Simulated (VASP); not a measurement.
Given:

```
CELL_PARAMETERS angstrom
      4.76991     0.00000     0.00000
     -2.38496     4.13087     0.00000
      0.00000     0.00000     6.56212
ATOMIC_POSITIONS crystal
  Ta 0.50000 0.00000 0.00000
  Ta 0.50000 0.50000 0.66667
  Ta 0.00000 0.50000 0.33333
  Si 0.15867 0.31733 0.00000
  Si 0.84133 0.15867 0.66667
  Si 0.68267 0.84133 0.33333
  Si 0.84133 0.68267 0.00000
  Si 0.15867 0.84133 0.66667
  Si 0.31733 0.15867 0.33333
```

Method: r2SCAN+rVV10, VASP's PBE PAW potentials (set 64) (plane waves; VASP 6.6.1). Run with 400 eV cut-off, 8×8×5 Γ-centred mesh, tetrahedra with Blöchl corrections, potentials Ta_pv Si.

The cores are frozen, which limits the accuracy of field gradients.

### Question
Give the principal components of the electric field gradient (V/Å²) and the asymmetry η at each nucleus.

### Answer

```json
[
 {"atom": "Ta1", "Vxx": "-50.3", "Vyy": "-3.0", "Vzz": "53.3", "η": "0.89"},
 {"atom": "Ta2", "Vxx": "-50.3", "Vyy": "-3.0", "Vzz": "53.3", "η": "0.89"},
 {"atom": "Ta3", "Vxx": "-50.3", "Vyy": "-3.0", "Vzz": "53.3", "η": "0.89"},
 {"atom": "Si4", "Vxx": "20.1", "Vyy": "7.1", "Vzz": "-27.2", "η": "0.48"},
 {"atom": "Si5", "Vxx": "20.1", "Vyy": "7.1", "Vzz": "-27.2", "η": "0.48"},
 {"atom": "Si6", "Vxx": "20.1", "Vyy": "7.1", "Vzz": "-27.2", "η": "0.48"},
 {"atom": "Si7", "Vxx": "20.1", "Vyy": "7.1", "Vzz": "-27.2", "η": "0.48"},
 {"atom": "Si8", "Vxx": "20.1", "Vyy": "7.1", "Vzz": "-27.2", "η": "0.48"},
 {"atom": "Si9", "Vxx": "20.1", "Vyy": "7.1", "Vzz": "-27.2", "η": "0.48"}
]
```

The structure comes from a measured TaSi2 entry (P6_422) of the Crystallography Open Database, whose conditions weren't checked. It was relaxed first.
